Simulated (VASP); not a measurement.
**SrNiF6 (space group R-3m): computed properties**

Level of theory: r2SCAN meta-GGA, VASP's PBE PAW potentials (set 64) (plane waves; VASP).

```json
{
  "space_group": "R-3m (166)",
  "cell": "a = b = 7.1048 Å, c = 6.6200 Å, α = β = 90.00°, γ = 120.00°",
  "volume_per_atom": "12.06 Å³/atom",
  "band gap (over mesh and band path)": "1.93 eV",
  "smallest direct gap (over mesh and band path)": "1.99 eV",
  "band_edge_character": "indirect, F to Γ",
  "density": "4.48 g/cm³"
}
```

NiSrF6 is taken in the trigonal space group R-3m, hexagonal axes (No. 166), Pearson symbol hR8. Lattice parameters: a = b = 7.1048 Å, c = 6.6200 Å, α = β = 90.00°, γ = 120.00°. Sr on 3b has 12 F at 2.646–2.683 Å. Ni on 3a is surrounded by 6 F at 1.781 Å (octahedral). F on 18h has 1 Ni at 1.781 Å and 2 Sr at 2.646–2.683 Å. (Neighbours: up to the widest gap in distance over summed covalent radii, below 1.35, at either atom; cation-cation and far metal-metal contacts left out.)
(The calculation used a cell of 8 atoms; values per cell refer to that cell.)

The structure comes from a computed database's SrNiF6 entry (R-3m); how it stands against other phases isn't given here. It was relaxed first. Symmetry was kept, so distortions that lower it aren't found. The run is not spin-polarised, so no magnetic state was tried.
